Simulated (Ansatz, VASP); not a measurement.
# Cross-check of Si106SnGe25 (amorphous Si0.8Ge0.2) between VASP and Ansatz

Aim: how closely do two programs agree when they are given the same cell, functional and k mesh? Of the first pair: The structure shown is the start of the Ansatz relaxation below; VASP solves that cell, so the two are compared at the walk's first step.

Main program and level: Ansatz 0.2.0; plane waves, with VASP 6.6.1 beside it; single point at PBEsol.

## 1. Starting point

The cell holds 132 atoms: 106 Si, 25 Ge and 1 Sn. Its edges and angles: a = 14.027 Å, b = 14.027 Å, c = 14.027 Å, α = 90.0°, β = 90.0°, γ = 90.0°. It derives from Si53Ge13 (amorphous Si0.8Ge0.2). As first built, before any earlier steps moved the atoms (in the runner's words): 132 atoms (106 Si, 26 Ge) placed at random at 2.93 g/cm^3, melted at 3500 K for 10 ps at fixed volume with the Tersoff potential (Tersoff, Phys. Rev. B 39, 5566 (1989)). Quenched from 3500 K to 500 K at 5 K/ps and fixed volume, annealed at 1000 K for 20 ps, held 5 ps. Nearest the centre at fractional (0.584, 0.998, 0.099): Sn132 at 0.00 Å, Si49 at 2.41 Å, Si19 at 2.43 Å, Si23 at 2.64 Å, Si7 at 2.85 Å, Si86 at 3.09 Å, Si93 at 3.29 Å, Si69 at 3.36 Å.

## 2. Ansatz: relaxation, PBEsol

Ansatz runs on its default PAW (the set named soft_2) files.

The two programs are compared at the cell with which this relaxation starts, whose forces are those of its first step.

Contents of input.yaml:

```yaml
crystal:
  lattice:
    - [14.0275, 0.0, 0.0]
    - [0.0, 14.0275, 0.0]
    - [0.0, 0.0, 14.0275]
  atoms:
    - { symbol: Si, position: [0.73435, 0.09473, 0.30598] }
    - { symbol: Si, position: [0.56747, 0.60893, 0.66889] }
[... 3 atom lines left out ...]
    - { symbol: Si, position: [0.61203, 0.34461, 0.09285] }
    - { symbol: Si, position: [0.50123, 0.8121, 0.09949] }
[... 1 atom line left out ...]
    - { symbol: Si, position: [0.80541, 0.14362, 0.98787] }
    - { symbol: Si, position: [0.3662, 0.90262, 0.0525] }
[... 1 atom line left out ...]
    - { symbol: Si, position: [0.66492, 0.91633, 0.47973] }
[... 4 atom lines left out ...]
    - { symbol: Si, position: [0.82886, 0.19367, 0.82842] }
[... 1 atom line left out ...]
    - { symbol: Si, position: [0.45585, 0.09391, 0.03385] }
[... 3 atom lines left out ...]
    - { symbol: Si, position: [0.57531, 0.1125, 0.2476] }
[... 3 atom lines left out ...]
    - { symbol: Si, position: [0.64275, 0.03829, 0.80163] }
    - { symbol: Si, position: [0.36708, 0.86594, 0.88853] }
[... 2 atom lines left out ...]
    - { symbol: Si, position: [0.33117, 0.04446, 0.13525] }
[... 4 atom lines left out ...]
    - { symbol: Si, position: [0.79166, 0.94135, 0.26702] }
[... 4 atom lines left out ...]
    - { symbol: Si, position: [0.43096, 0.65068, 0.0714] }
[... 4 atom lines left out ...]
    - { symbol: Si, position: [0.52064, 0.79944, 0.85433] }
    - { symbol: Si, position: [0.67495, 0.63148, 0.00666] }
    - { symbol: Si, position: [0.66413, 0.84494, 0.32657] }
    - { symbol: Si, position: [0.68575, 0.03088, 0.9637] }
[... 5 atom lines left out ...]
    - { symbol: Si, position: [0.7198, 0.07711, 0.47755] }
    - { symbol: Si, position: [0.40195, 0.1256, 0.87981] }
[... 3 atom lines left out ...]
    - { symbol: Si, position: [0.84815, 0.89217, 0.81515] }
    - { symbol: Si, position: [0.80034, 0.04886, 0.74889] }
[... 1 atom line left out ...]
    - { symbol: Si, position: [0.76687, 0.88729, 0.9676] }
[... 3 atom lines left out ...]
    - { symbol: Si, position: [0.52397, 0.40073, 0.95848] }
[... 1 atom line left out ...]
    - { symbol: Si, position: [0.62873, 0.79112, 0.98651] }
[... 2 atom lines left out ...]
    - { symbol: Si, position: [0.33009, 0.07382, 0.37489] }
[... 5 atom lines left out ...]
    - { symbol: Si, position: [0.93357, 0.06376, 0.07206] }
    - { symbol: Si, position: [0.6081, 0.88534, 0.74222] }
[... 6 atom lines left out ...]
    - { symbol: Si, position: [0.44409, 0.00914, 0.26846] }
[... 3 atom lines left out ...]
    - { symbol: Si, position: [0.34252, 0.99677, 0.78491] }
[... 2 atom lines left out ...]
    - { symbol: Si, position: [0.50558, 0.84978, 0.26323] }
[... 3 atom lines left out ...]
    - { symbol: Si, position: [0.24531, 0.81572, 0.12449] }
    - { symbol: Si, position: [0.38376, 0.23588, 0.37641] }
[... 1 atom line left out ...]
    - { symbol: Si, position: [0.20908, 0.0248, 0.26705] }
[... 1 atom line left out ...]
    - { symbol: Si, position: [0.43591, 0.70944, 0.32862] }
[... 2 atom lines left out ...]
    - { symbol: Si, position: [0.82598, 0.22258, 0.24454] }
[... 1 atom line left out ...]
    - { symbol: Ge, position: [0.76653, 0.27368, 0.09036] }
    - { symbol: Ge, position: [0.37817, 0.31174, 0.22653] }
    - { symbol: Ge, position: [0.21455, 0.13869, 0.03651] }
[... 2 atom lines left out ...]
    - { symbol: Ge, position: [0.5545, 0.23346, 0.37225] }
[... 2 atom lines left out ...]
    - { symbol: Ge, position: [0.53315, 0.16868, 0.7836] }
[... 2 atom lines left out ...]
    - { symbol: Ge, position: [0.65286, 0.3634, 0.54269] }
    - { symbol: Ge, position: [0.50365, 0.22323, 0.13296] }
[... 2 atom lines left out ...]
    - { symbol: Ge, position: [0.51863, 0.72378, 0.55297] }
[... 9 atom lines left out ...]
    - { symbol: Ge, position: [0.66632, 0.37312, 0.3614] }
kpoints:
  mp_grid: { grid: [1, 1, 1] }
hamiltonian:
  xc: pbesol
scf:
  occupations: { method: fermi_dirac, width: 0.025 }
output:
  forces: true
  eigenvalues: true
relax:
  f_tol: 0.05
  max_steps: 90
```

Launch:

```bash
$ ansatz run input.yaml --threads 4 --pin off --max-ram 8192MiB --backend cpu --events-out ev --progress --plain --runs-dir out
```

Numbers of over 12 decimals in the logs are rounded to 6 here.

Output:

```text
Engine: ansatz 0.2.0, aarch64-unknown-linux-gnu
Pseudopotentials: kind: paw
Pseudopotential: Si, paw, valence charge 4, recommended cutoff 420 eV (normal), Si.paw.azcp
Pseudopotential: Ge, paw, valence charge 14, recommended cutoff 420 eV (normal), Ge.paw.azcp
Pseudopotential: Sn, paw, valence charge 14, recommended cutoff 420 eV (normal), Sn.paw.azcp
Functional definition: PBEsol
  exchange = pbesol_x
  correlation = pbesol_c
Crystal: 132 atoms, lattice volume = 2760.202 Å³
Basis set: ecut = 420 eV, 54171 PW (Γ), exchange–correlation on 192×192×192 points (8 copies of the dense FFT grid, shifted against one another)
Bands: 526, of which v1, the nominal top of the filled ones, is band 394 counted from 1 (393 counted from 0)
Symmetry: 1 space group operations
Space group: P1 (ITA 1), of the structure as read, at distance tolerance 1.4e-4 Å
k-points: 1
Non-local potential: Si, projectors of the file, l = 0: 2, l = 1: 2, l = 2: 2
Non-local potential: Ge, projectors of the file, l = 0: 2, l = 1: 2, l = 2: 3, l = 3: 1
Non-local potential: Sn, projectors of the file, l = 0: 2, l = 1: 2, l = 2: 2, l = 3: 2
PAW form: soft (Blöchl's): semilocal exchange-correlation on the pseudo side does not see the compensation charge
PAW frozen core: Si, regenerated for the run's functional, and the local potential with it (the file was generated under x = pbe(κ = 0.804, μ = 0.219515), c = pbe(β = 0.066725))
PAW frozen core: Ge, regenerated for the run's functional, and the local potential with it (the file was generated under x = pbe(κ = 0.804, μ = 0.219515), c = pbe(β = 0.066725))
PAW frozen core: Sn, regenerated for the run's functional, and the local potential with it (the file was generated under x = pbe(κ = 0.804, μ = 0.219515), c = pbe(β = 0.066725))
PAW one-centre angular grid: Si, 110 points (default); XC on 64 Gauss nodes
PAW one-centre angular grid: Ge, 590 points (default); XC on 64 Gauss nodes
PAW one-centre angular grid: Sn, 590 points (default); XC on 64 Gauss nodes
Initial density: superposition of atomic densities (neutral atoms: chi_scale 0, normalization atom), corrected by the library's trained network
Initial wavefunctions: pseudopotential atomic-orbital guess
Functional: x = pbesol(κ = 0.804, μ = 0.123457), c = pbesol(β = 0.046)
SCF iter   1: F=—  HF=-178138.337486 eV  |F-HF|=—  |Δ(HF+E_count)|=         —  Δρ=3.79e-3  dr2=1.51e0  ethr=1.77e-3  ⟨swp⟩=6.0  Hψ=2203  notcnv=0  defer=47
preconditioner: auto → Resta (q_TF=auto, 2.214 Å⁻¹)  ε∞=5.6  [insulator: Δε(μ)=0.242 eV  Ē_g=7.601 eV  σ=0.025 eV  W_gap=0.98  n_scr=484 (ndim 8)  ℏωp=16.2 eV  f_vac=0.007  D(μ)=1.79/eV (n_scr^D=0)  ε∞_Penn≈5.6]
SCF iter   2: F=—  HF=-178138.133058 eV  |F-HF|=—  |Δ(HF+E_count)|=   2.04e-1  Δρ=2.01e-3  dr2=2.66e-1  ethr=1.91e-4  ⟨swp⟩=2.0  Hψ=611  notcnv=0  defer=102
SCF iter   3: F=—  HF=-178138.081558 eV  |F-HF|=—  |Δ(HF+E_count)|=   5.15e-2  Δρ=4.67e-4  dr2=1.17e-2  ethr=3.37e-5  ⟨swp⟩=2.0  Hψ=708  notcnv=0  defer=112
SCF iter   4: F=—  HF=-178138.081589 eV  |F-HF|=—  |Δ(HF+E_count)|=   3.13e-5  Δρ=1.59e-4  dr2=1.22e-3  ethr=1.48e-6  ⟨swp⟩=2.0  Hψ=920  notcnv=0  defer=112
SCF iter   5: F=—  HF=-178138.081573 eV  |F-HF|=—  |Δ(HF+E_count)|=   1.58e-5  Δρ=7.32e-5  dr2=1.79e-4  ethr=1.54e-7  ⟨swp⟩=2.0  Hψ=808  notcnv=0  defer=112
SCF iter   6: F=-178138.081575 eV  HF=-178138.081559 eV  |F-HF|=1.63e-5  |Δ(HF+E_count)|=   1.42e-5  Δρ=2.68e-5  dr2=3.09e-5  ethr=7.93e-9  ⟨swp⟩=11.0  Hψ=3135  notcnv=0
SCF 1 converged in 6 iterations: F = -178138.081575 eV  dr2 = 3.09e-5
  greatest PAW one-centre occupation: 0.998 electrons in one spin orbital (limit 2), on the Ge atom at site 129 (counted from 0), in its partial waves of l = 2
relax step   1: F+E_penalty+E_count = -178138.08157540 eV  Δ(F+E_penalty+E_count) = +0.000e0 eV  max|allowed force component| = 1.336e0 eV/Å  Δτ_max = 0.0000 Å  (6 SCF iters, dr2 threshold 6.25e-5 eV, accepted)
Initial density: handed on by an earlier stage of this run
Initial wavefunctions: those handed on with the density
iter 1 solved again at ethr=2.95e-5 eV; its pass at ethr=3.10e-3 eV (dr2=2.33e-1 eV) is discarded
SCF iter   1: F=—  HF=-178138.438608 eV  |F-HF|=—  |Δ(HF+E_count)|=         —  Δρ=2.33e-3  dr2=2.24e-1  ethr=2.95e-5  ⟨swp⟩=2.0  Hψ=1633  notcnv=0  defer=111
preconditioner: auto → Resta (q_TF=auto, 2.214 Å⁻¹)  ε∞=5.6  [insulator: Δε(μ)=0.186 eV  Ē_g=7.606 eV  σ=0.025 eV  W_gap=0.95  n_scr=484 (ndim 8)  ℏωp=16.2 eV  f_vac=0.007  D(μ)=4.46/eV (n_scr^D=6)  ε∞_Penn≈5.6]
SCF iter   2: F=—  HF=-178138.410044 eV  |F-HF|=—  |Δ(HF+E_count)|=   2.86e-2  Δρ=1.24e-3  dr2=3.73e-2  ethr=2.85e-5  ⟨swp⟩=2.0  Hψ=685  notcnv=0  defer=111
SCF iter   3: F=—  HF=-178138.405028 eV  |F-HF|=—  |Δ(HF+E_count)|=   5.02e-3  Δρ=2.36e-4  dr2=1.55e-3  ethr=4.74e-6  ⟨swp⟩=2.0  Hψ=683  notcnv=0  defer=111
[...]
- { symbol: Si, position: [0.643574, 0.038974, 0.796783] }
    - { symbol: Si, position: [0.367303, 0.866227, 0.889075] }
    - { symbol: Si, position: [0.084351, 0.024250, 0.00656651] }
    - { symbol: Si, position: [0.045308, 0.278314, 0.703373] }
    - { symbol: Si, position: [0.332923, 0.043639, 0.135531] }
    - { symbol: Si, position: [0.802862, 0.407543, 0.622788] }
    - { symbol: Si, position: [0.835447, 0.344476, 0.355808] }
    - { symbol: Si, position: [0.327200, 0.467739, 0.800794] }
    - { symbol: Si, position: [0.997508, 0.632064, 0.088232] }
    - { symbol: Si, position: [0.790393, 0.941337, 0.266016] }
    - { symbol: Si, position: [0.525775, 0.567214, 0.955634] }
    - { symbol: Si, position: [0.442023, 0.388446, 0.708595] }
    - { symbol: Si, position: [0.524772, 0.467262, 0.589976] }
    - { symbol: Si, position: [0.106042, 0.860979, 0.043432] }
    - { symbol: Si, position: [0.428730, 0.645918, 0.071535] }
    - { symbol: Si, position: [0.036463, 0.618829, 0.927285] }
    - { symbol: Si, position: [0.941893, 0.418790, 0.740438] }
    - { symbol: Si, position: [0.142055, 0.295671, 0.448563] }
    - { symbol: Si, position: [0.279460, 0.239688, 0.905593] }
    - { symbol: Si, position: [0.520573, 0.799993, 0.854266] }
    - { symbol: Si, position: [0.674564, 0.631244, 0.00688128] }
    - { symbol: Si, position: [0.663163, 0.844914, 0.326587] }
    - { symbol: Si, position: [0.693137, 0.031730, 0.955198] }
    - { symbol: Si, position: [0.213971, 0.244299, 0.743222] }
[...]
- { symbol: Si, position: [0.726018, 0.583085, 0.171066] }
    - { symbol: Si, position: [0.209072, 0.025206, 0.266371] }
    - { symbol: Si, position: [0.016858, 0.324328, 0.975798] }
    - { symbol: Si, position: [0.434478, 0.708889, 0.329415] }
    - { symbol: Si, position: [0.036928, 0.805836, 0.299185] }
    - { symbol: Si, position: [0.105083, 0.456903, 0.917001] }
    - { symbol: Si, position: [0.825567, 0.222281, 0.243849] }
    - { symbol: Si, position: [0.210624, 0.527175, 0.281499] }
    - { symbol: Ge, position: [0.766135, 0.273344, 0.089597] }
    - { symbol: Ge, position: [0.378304, 0.311239, 0.226911] }
    - { symbol: Ge, position: [0.214972, 0.138616, 0.037183] }
    - { symbol: Ge, position: [0.939704, 0.934757, 0.359825] }
    - { symbol: Ge, position: [0.054068, 0.882832, 0.621930] }
    - { symbol: Ge, position: [0.551956, 0.238196, 0.377961] }
    - { symbol: Ge, position: [0.294938, 0.980471, 0.511460] }
    - { symbol: Ge, position: [0.117248, 0.515681, 0.636766] }
    - { symbol: Ge, position: [0.532934, 0.168953, 0.784011] }
    - { symbol: Sn, position: [0.595907, 0.991697, 0.105530] }
    - { symbol: Ge, position: [0.257684, 0.734997, 0.875391] }
    - { symbol: Ge, position: [0.653114, 0.364870, 0.544549] }
    - { symbol: Ge, position: [0.504359, 0.222239, 0.134640] }
    - { symbol: Ge, position: [0.860231, 0.908644, 0.111161] }
    - { symbol: Ge, position: [0.779084, 0.598238, 0.870608] }
    - { symbol: Ge, position: [0.518733, 0.724560, 0.552481] }
    - { symbol: Ge, position: [0.718591, 0.677676, 0.329412] }
    - { symbol: Ge, position: [0.374161, 0.590146, 0.223483] }
    - { symbol: Ge, position: [0.099696, 0.251555, 0.109818] }
    - { symbol: Ge, position: [0.604674, 0.192733, 0.534859] }
    - { symbol: Ge, position: [0.301558, 0.343122, 0.484510] }
    - { symbol: Ge, position: [0.149883, 0.029146, 0.588933] }
    - { symbol: Ge, position: [0.048218, 0.070999, 0.325062] }
    - { symbol: Ge, position: [0.071400, 0.327130, 0.285750] }
    - { symbol: Ge, position: [0.055047, 0.535176, 0.373666] }
    - { symbol: Ge, position: [0.666043, 0.375021, 0.362834] }
```

## 3. VASP: single point, PBEsol, start cell, pair 1

The same cell, functional, mesh and smearing now go to VASP, with its own data sets.

Lines of VASP's logs that name or quote its potential files are left out, and so is its time.

Contents of INCAR:

```
SYSTEM = Si106SnGe25
PREC = Accurate
ENCUT = 410
EDIFF = 1E-06
NELM = 120
ISMEAR = -1
SIGMA = 0.025
LREAL = Auto
ALGO = Normal
GGA = PS
NBANDS = 486
LORBIT = 11
LWAVE = .FALSE.
LCHARG = .FALSE.
ISIF = 2
LASPH = .TRUE.
GGA_COMPAT = .FALSE.
EFERMI = MIDGAP
```

Contents of POSCAR:

```
Si106SnGe25
1.0
   14.0275000000      0.0000000000      0.0000000000
    0.0000000000     14.0275000000      0.0000000000
    0.0000000000      0.0000000000     14.0275000000
Si Ge Sn
106 25 1
Direct
    0.7343503832      0.0947282124      0.3059775441
    0.5674710390      0.6089324541      0.6688932454
[... 3 atom lines left out ...]
    0.6120335056      0.3446088041      0.0928533238
    0.5012297273      0.8120976653      0.0994902869
[... 1 atom line left out ...]
    0.8054108002      0.1436178934      0.9878666904
    0.3662021030      0.9026198539      0.0524968811
[... 1 atom line left out ...]
    0.6649224737      0.9163286402      0.4797291035
[... 4 atom lines left out ...]
    0.8288576011      0.1936695776      0.8284227410
[... 1 atom line left out ...]
    0.4558474425      0.0939083942      0.0338477990
[... 3 atom lines left out ...]
    0.5753127785      0.1125004456      0.2475993584
[... 3 atom lines left out ...]
    0.6427517377      0.0382890750      0.8016325076
    0.3670789521      0.8659418998      0.8885332383
[... 2 atom lines left out ...]
    0.3311709143      0.0444626626      0.1352486188
[... 4 atom lines left out ...]
    0.7916592408      0.9413509178      0.2670183568
[... 4 atom lines left out ...]
    0.4309606131      0.6506790233      0.0714026020
[... 4 atom lines left out ...]
    0.5206415969      0.7994368205      0.8543289966
    0.6749527713      0.6314810194      0.0066583497
    0.6641311709      0.8449402958      0.3265728034
    0.6857529852      0.0308821957      0.9636998752
[... 5 atom lines left out ...]
    0.7198003921      0.0771128141      0.4775476742
    0.4019533060      0.1256032793      0.8798075209
[... 3 atom lines left out ...]
    0.8481482802      0.8921689538      0.8151488148
    0.8003421850      0.0488611656      0.7488932454
[... 1 atom line left out ...]
    0.7668722153      0.8872928177      0.9675993584
[... 3 atom lines left out ...]
    0.5239707717      0.4007271431      0.9584815541
[... 1 atom line left out ...]
    0.6287292818      0.7911174479      0.9865122082
[... 2 atom lines left out ...]
    0.3300873285      0.0738192836      0.3748921761
[... 5 atom lines left out ...]
    0.9335733381      0.0637604705      0.0720584566
    0.6080983782      0.8853395117      0.7422206380
[... 6 atom lines left out ...]
    0.4440919622      0.0091391909      0.2684583853
[... 3 atom lines left out ...]
    0.3425200499      0.9967706291      0.7849082160
[... 2 atom lines left out ...]
    0.5055783283      0.8497807877      0.2632329353
[... 3 atom lines left out ...]
    0.2453109963      0.8157191232      0.1244911780
    0.3837604705      0.2358795224      0.3764106220
[... 1 atom line left out ...]
    0.2090821600      0.0248012832      0.2670468722
[... 1 atom line left out ...]
    0.4359080378      0.7094421672      0.3286187845
[... 2 atom lines left out ...]
    0.8259775441      0.2225770807      0.2445410800
[... 1 atom line left out ...]
    0.7665300303      0.2736767065      0.0903582249
    0.3781714489      0.3117376582      0.2265264659
    0.2145499911      0.1386918553      0.0365068615
[... 2 atom lines left out ...]
    0.5544965247      0.2334628408      0.3722473712
[... 2 atom lines left out ...]
    0.5331527357      0.1686829442      0.7835965069
[... 2 atom lines left out ...]
    0.5036535377      0.2232329353      0.1329602566
    0.8603813937      0.9086009624      0.1120513277
[... 2 atom lines left out ...]
    0.7191088932      0.6776189628      0.3295597933
[... 9 atom lines left out ...]
    0.5841596863      0.9976688647      0.0986490822
```

Contents of KPOINTS:

```
Automatic mesh
0
Gamma
1 1 1
0 0 0
```

Potentials, in the order of the species: Si, Ge_d and Sn_d (PBE family, release 64).

Launch:

```bash
$ export OMP_NUM_THREADS=3
$ mpirun -np 1 vasp_gam
```

Output:

```text
[banner, memory and clock lines left out]
running    1 mpi-ranks, on    1 nodes
[...]
Offloading initialized ...    1 GPUs detected
[...]
|                                                                             |
|               ----> ADVICE to this user running VASP <----                  |
|                                                                             |
|     You enforced a specific xc type in the INCAR file but a different       |
|     [... a line on the potential file left out ...]
|     I HOPE YOU KNOW WHAT YOU ARE DOING!                                     |
|                                                                             |

 LDA part: xc-table for (Slater+PW92), standard interpolation
 POSCAR, INCAR and KPOINTS ok, starting setup
[...]
entering main loop
       N       E                     dE             d eps       ncg     rms          rms(c)
DAV:   1     0.132067403623E+05    0.13207E+05   -0.24100E+05  1028   0.245E+03
DAV:   2     0.217400613074E+04   -0.11033E+05   -0.10693E+05   972   0.652E+02
DAV:   3    -0.350132659438E+03   -0.25241E+04   -0.23537E+04  1130   0.222E+02
DAV:   4    -0.705943997861E+03   -0.35581E+03   -0.34007E+03  1232   0.840E+01
[...]
DAV:  17    -0.709626048882E+03   -0.36961E-05   -0.52003E-06  1040   0.724E-03    0.258E-03
DAV:  18    -0.709626050328E+03   -0.14460E-05   -0.16438E-06   784   0.361E-03    0.159E-03
DAV:  19    -0.709626050906E+03   -0.57747E-06   -0.68187E-07   696   0.232E-03
   1 F= -.70962605E+03 E0= -.70961869E+03  d E =-.147262E-01
```

OUTCAR, selected parts (step 3):

```text
  FREE ENERGIE OF THE ION-ELECTRON SYSTEM (eV)
  ---------------------------------------------------
  free  energy   TOTEN  =      -709.6260509059 eV

  energy  without entropy=     -709.6113247262  energy(sigma->0) =     -709.61868782
```

The run ends at a pressure of -1.25 GPa, with forces up to 1.8 eV/Å.

## 4. Side by side

Known differences besides the potentials themselves: the cutoff is 420 eV in Ansatz and 410 eV in VASP (PREC = Accurate, projectors in real space); Ansatz makes its cores anew for this functional, VASP keeps those of its PBE data sets. Total energies have different zeros and are not compared.

Forces on 9 of the 132 atoms, those with the largest forces and the largest differences (eV/Å; atoms numbered as in POSCAR):

```
 atom         Ansatz x, y, z           VASP x, y, z
  Si7  -0.131, -0.316, 0.041  -0.127, -0.315, 0.039
 Si19  -1.323, 0.939, -0.688  -1.308, 0.942, -0.686
 Si23   -0.033, 0.426, 0.648   -0.034, 0.431, 0.647
 Si49   1.048, 0.303, -1.335   1.033, 0.307, -1.324
 Si63  0.049, -0.010, -0.041  0.060, -0.019, -0.035
 Si69  0.022, -0.102, -0.055  0.022, -0.098, -0.052
 Si86   -0.084, 0.007, 0.146   -0.083, 0.003, 0.149
 Si95  0.003, -0.003, -0.006  0.010, -0.017, -0.010
Sn132   0.607, -1.254, 1.182   0.611, -1.250, 1.175
```

The forces differ by 5.1 meV/Å r.m.s., which is 3.2 % of the r.m.s. force of 0.160 eV/Å (both taken over all components).

[end of part 1 of 2]

[Lines on the potential files, build, host, timing and source positions are cut from VASP's logs without a mark.]

[Logs are printed without paths, hosts, clocks, repeated set-up lines and the standing remarks that a program may print on its own settings, such as how far it seeks lower states.]

[Hosts, paths, dates, database ids (printed as entryN), source tags and the programs' standing remarks are cut or masked in the printed files.]
